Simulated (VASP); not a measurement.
Data:

```
Re
1.0
    1.37464    -2.38094     0.00000
    1.37464     2.38094     0.00000
    0.00000     0.00000     4.44801
Re
2
Cartesian
  1.37464   0.79365   1.11200
  1.37464  -0.79365   3.33601
```

Calculation: PBEsol GGA, VASP's PBE PAW potentials (set 64) (plane waves; VASP). Numerical set-up: 480 eV cut-off, 14×14×8 Γ-centred mesh, first-order Methfessel-Paxton smearing of 0.10 eV, potentials Re.

Question: The ions, cell shape and volume at an external pressure of 5.0 GPa are relaxed. Which structure does the run end with?

Answer: 
```
Re
1.0
    1.36911    -2.37137     0.00000
    1.36911     2.37137     0.00000
    0.00000     0.00000     4.43032
Re
2
Direct
  0.33333   0.66667   0.25000
  0.66667   0.33333   0.75000
```
Space group P6_3/mmc (194), at a tolerance of 0.03 Å.

Question: How do energy and volume change from the first to the last step?

Answer: The energy (σ→0) changes by +1.7 meV/atom and the volume by -1.2 %, in 3 ionic steps.

| step | E(σ→0) (eV) | max force (eV/Å) | pressure (GPa) | volume (Å³) |
|---|---|---|---|---|
| 1 | -26.7380 | 0.000 | 0.12 | 29.12 |
| 2 | -26.5778 | 0.000 | 30.08 | 27.29 |
| 3 | -26.7345 | 0.000 | 4.99 | 28.77 |

The compound is Re in the hcp structure. This run relaxes it under an external pressure of 5 GPa. Symmetry was kept, so distortions that lower it aren't found.
